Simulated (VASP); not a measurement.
Output of a VASP run:

**OUTCAR**
```
 ion  position               nearest neighbor table
   1  0.234  0.234  0.234-   2 2.92   2 2.92   2 2.92   2 3.33   2 3.33   2 3.33
   2  0.766  0.766  0.766-   1 2.92   1 2.92   1 2.92   1 3.33   1 3.33   1 3.33
  LATTYP: Found a trigonal (rhomboedric) cell.
 ALAT       =     4.4789815913
 COS(alpha) =     0.5341136608
 Subroutine PRICEL returns:
 Original cell was already a primitive cell.
 Subroutine GETGRP returns: Found 12 space group operations
The static configuration has the point symmetry D_3d.
The dynamic configuration has the point symmetry D_3d.
 Subroutine INISYM returns: Found 12 space group operations
 Subroutine IBZKPT returns following result:
 Found     44 irreducible k-points:

 Following reciprocal coordinates:
            Coordinates               Weight
  0.000000  0.000000  0.000000      1.000000
  0.142857  0.000000  0.000000      6.000000
  0.285714  0.000000  0.000000      6.000000
  0.428571  0.000000  0.000000      6.000000
  0.142857  0.142857  0.000000      6.000000
  0.285714  0.142857  0.000000     12.000000
  0.428571  0.142857  0.000000     12.000000
 -0.428571  0.142857  0.000000     12.000000
 -0.285714  0.142857 -0.000000     12.000000
 -0.142857  0.142857  0.000000      6.000000
  0.285714  0.285714  0.000000      6.000000
  0.428571  0.285714  0.000000     12.000000
 -0.428571  0.285714  0.000000     12.000000
 -0.285714  0.285714  0.000000      6.000000
  0.428571  0.428571  0.000000      6.000000
 -0.428571  0.428571  0.000000      6.000000
  0.142857  0.142857  0.142857      2.000000
  0.285714  0.142857  0.142857      6.000000
  0.428571  0.142857  0.142857      6.000000
 -0.428571  0.142857  0.142857      6.000000
 -0.285714  0.142857  0.142857      6.000000
 -0.142857  0.142857  0.142857      6.000000
  0.285714  0.285714  0.142857      6.000000
  0.428571  0.285714  0.142857     12.000000
 -0.428571  0.285714  0.142857     12.000000
 -0.285714  0.285714  0.142857     12.000000
 -0.142857  0.285714  0.142857     12.000000
  0.428571  0.428571  0.142857      6.000000
 -0.428571  0.428571  0.142857     12.000000
 -0.285714  0.428571  0.142857     12.000000
 -0.142857  0.428571  0.142857     12.000000
 -0.428571 -0.428571  0.142857      6.000000
 -0.285714 -0.428571  0.142857     12.000000
 -0.285714 -0.285714  0.142857      6.000000
  0.285714  0.285714  0.285714      2.000000
  0.428571  0.285714  0.285714      6.000000
 -0.428571  0.285714  0.285714      6.000000
 -0.285714  0.285714  0.285714      6.000000
  0.428571  0.428571  0.285714      6.000000
 -0.428571  0.428571  0.285714     12.000000
   k-points           NKPTS =     44   k-points in BZ     NKDIM =     44   number of bands    NBANDS=      9
   number of dos      NEDOS =    301   number of ions     NIONS =      2
   total plane-waves  NPLWV =  46656
   dimension x,y,z NGX =    36 NGY =   36 NGZ =   36
   dimension x,y,z NGXF=    72 NGYF=   72 NGZF=   72
   ions per type =               2
   PREC   = accura    normal or accurate (medium, high low for compatibility)
   ISTART =      0    job   : 0-new  1-cont  2-samecut
   ICHARG =      2    charge: 1-file 2-atom 10-const
   ISPIN  =      1    spin polarized calculation?
   LNONCOLLINEAR =      F non collinear calculations
   LSORBIT =      F    spin-orbit coupling
   INIWAV =      1    electr: 0-lowe 1-rand  2-diag
   ENCUT  =  520.0 eV  38.22 Ry    6.18 a.u.   8.33  8.33  8.33*2*pi/ulx,y,z
   NELM   =    100;   NELMIN=  2; NELMDL= -5     # of ELM steps
   EDIFF  = 0.1E-06   stopping-criterion for ELM
   LREAL  =      F    real-space projection
   NLSPLINE    = F    spline interpolate recip. space projectors
   LMAXMIX     =    4 max onsite mixed and CHGCAR
   VOSKOWN=      0    Vosko Wilk Nusair interpolation
   EDIFFG = -.1E-01   stopping-criterion for IOM
   NSW    =     30    number of steps for IOM
   NBLOCK =      1;   KBLOCK =     30    inner block; outer block
...
```

### OSZICAR
```
...
DAV:   1     0.426702307248E+02    0.42670E+02   -0.36473E+03   792   0.873E+02
DAV:   2    -0.304053481696E+01   -0.45711E+02   -0.45007E+02  1125   0.122E+02
DAV:   3    -0.456346826957E+01   -0.15229E+01   -0.15198E+01   944   0.287E+01
DAV:   4    -0.457677707457E+01   -0.13309E-01   -0.13303E-01   941   0.307E+00
DAV:   5    -0.457690432447E+01   -0.12725E-03   -0.12725E-03   941   0.317E-01    0.276E+00
DAV:   6    -0.457632731687E+01    0.57701E-03   -0.34461E-03   866   0.496E-01    0.168E+00
DAV:   7    -0.457691877332E+01   -0.59146E-03   -0.83691E-03   841   0.772E-01    0.766E-02
DAV:   8    -0.457702892382E+01   -0.11015E-03   -0.21176E-04   855   0.117E-01    0.221E-02
DAV:   9    -0.457705421065E+01   -0.25287E-04   -0.36501E-05   887   0.496E-02    0.715E-03
DAV:  10    -0.457705476313E+01   -0.55248E-06   -0.35768E-06   929   0.125E-02    0.122E-03
DAV:  11    -0.457705484921E+01   -0.86087E-07   -0.34612E-07   839   0.442E-03
   1 F= -.45770548E+01 E0= -.45770548E+01  d E =-.457705E+01
       N       E                     dE             d eps       ncg     rms          rms(c)
DAV:   1    -0.457873379762E+01   -0.16790E-02   -0.44233E-02   852   0.130E+00    0.479E-02
DAV:   2    -0.457883397923E+01   -0.10018E-03   -0.11337E-03   837   0.285E-01    0.206E-02
DAV:   3    -0.457882956173E+01    0.44175E-05   -0.18296E-05   950   0.366E-02    0.905E-03
DAV:   4    -0.457882872844E+01    0.83329E-06   -0.31203E-06   855   0.123E-02    0.256E-03
DAV:   5    -0.457882870522E+01    0.23219E-07   -0.17210E-07   584   0.326E-03
   2 F= -.45788287E+01 E0= -.45788287E+01  d E =-.177386E-02
       N       E                     dE             d eps       ncg     rms          rms(c)
DAV:   1    -0.457944027740E+01   -0.61155E-03   -0.10006E-01   852   0.195E+00    0.690E-02
DAV:   2    -0.457966865961E+01   -0.22838E-03   -0.25471E-03   836   0.428E-01    0.312E-02
DAV:   3    -0.457966044585E+01    0.82138E-05   -0.41432E-05   950   0.551E-02    0.133E-02
DAV:   4    -0.457965952563E+01    0.92021E-06   -0.64104E-06   850   0.179E-02    0.382E-03
DAV:   5    -0.457965951953E+01    0.61010E-08   -0.40827E-07   826   0.481E-03
   3 F= -.45796595E+01 E0= -.45796595E+01  d E =-.260467E-02
       N       E                     dE             d eps       ncg     rms          rms(c)
DAV:   1    -0.457966856281E+01   -0.90372E-05   -0.10003E-03   851   0.194E-01    0.712E-03
DAV:   2    -0.457967115686E+01   -0.25941E-05   -0.25443E-05   838   0.427E-02    0.311E-03
DAV:   3    -0.457967129547E+01   -0.13860E-06   -0.38725E-07   923   0.541E-03    0.135E-03
DAV:   4    -0.457967142206E+01   -0.12659E-06   -0.58279E-08   417   0.177E-03    0.279E-04
DAV:   5    -0.457967142558E+01   -0.35233E-08   -0.73556E-09   396   0.792E-04
   4 F= -.45796714E+01 E0= -.45796714E+01  d E =-.261658E-02
       N       E                     dE             d eps       ncg     rms          rms(c)
DAV:   1    -0.457977446565E+01   -0.10304E-03   -0.30792E-03   808   0.324E-01    0.232E-02
DAV:   2    -0.457976859038E+01    0.58753E-05   -0.77913E-05   835   0.697E-02    0.137E-02
DAV:   3    -0.457976504858E+01    0.35418E-05   -0.21596E-05   991   0.280E-02    0.261E-03
DAV:   4    -0.457976519862E+01   -0.15004E-06   -0.18323E-06   821   0.105E-02    0.154E-03
DAV:   5    -0.457976522250E+01   -0.23874E-07   -0.15621E-07   503   0.303E-03
   5 F= -.45797652E+01 E0= -.45797652E+01  d E =-.937969E-04
```

### OUTCAR
```
------------------------ aborting loop because EDIFF is reached ----------------------------------------
  FORCE on cell =-STRESS in cart. coord.  units (eV):
  Direction    XX          YY          ZZ          XY          YZ          ZX
  --------------------------------------------------------------------------------------
  Total        0.4857860      0.5163869      0.5130304      0.0000000      0.0000000     -0.0101350
  in kB       12.9282174     13.7426001     13.6532734      0.0000000      0.0000000     -0.2697229
  external PRESSURE =      13.4413636 kB  Pullay stress =       0.0000000 kB
  volume of cell :       60.20
      direct lattice vectors                 reciprocal lattice vectors
     3.903909377 -2.167876177 -0.025527868     0.127435475 -0.230640479 -0.098067500
     3.903909377  2.167876177 -0.025527868     0.127435475  0.230640479 -0.098067500
     2.723375509 -0.000000000  3.538936465     0.001838494  0.000000000  0.281155964
 POSITION                                       TOTAL-FORCE (eV/Angst)
 -----------------------------------------------------------------------------------
      2.48440     -0.00000      0.82282        -0.003942      0.000000     -0.001305
      8.04679     -0.00000      2.66506         0.003942     -0.000000      0.001305
 -----------------------------------------------------------------------------------
    total drift:                                0.000000      0.000000      0.000000
  FREE ENERGIE OF THE ION-ELECTRON SYSTEM (eV)
  ---------------------------------------------------
  free  energy   TOTEN  =        -4.5797652225 eV

  energy  without entropy=       -4.5797652215  energy(sigma->0) =       -4.57976522

 reached required accuracy - stopping structural energy minimisation
```
(Selected blocks of OUTCAR.)

**POSCAR**
```
Sb
1
    3.9227411295    -2.1617437353    -0.0155611347
    3.9227411295     2.1617437353    -0.0155611347
    2.7455467714     0.0000000000     3.5388200603
Sb
2
Direct
  0.2344148959   0.2344148959   0.2344148959
  0.7655851041   0.7655851041   0.7655851041
```

Task: Reconstruct the remaining input files.

Result: This is not unique; one that fits is the input of the run itself, optB86b-vdW, plane waves, VASP's PBE PAW potentials (set 64).

### KPOINTS
```
Automatic mesh
0
Gamma
7 7 7
0 0 0
```

**INCAR**
```
SYSTEM = Sb
PREC = Accurate; ENCUT = 520; LREAL = F
LASPH = T
EDIFF = 1E-7; NELM = 100; ALGO = Normal
LMAXMIX = 4
ISMEAR = 0; SIGMA = 0.05
GGA = MK; LUSE_VDW = T; AGGAC = 0.0
PARAM1 = 0.1234; PARAM2 = 1.0
IBRION = 2; NSW = 30; ISIF = 4
EDIFFG = -0.01
LWAVE = F; LCHARG = F
```

POTCAR, in this order: Sb (PBE.64 set). Program: vasp_std.

The compound is Sb in the a7 structure. This cell is one point of a volume scan, at 0.97 of the reference volume. Symmetry was kept, so distortions that lower it aren't found.
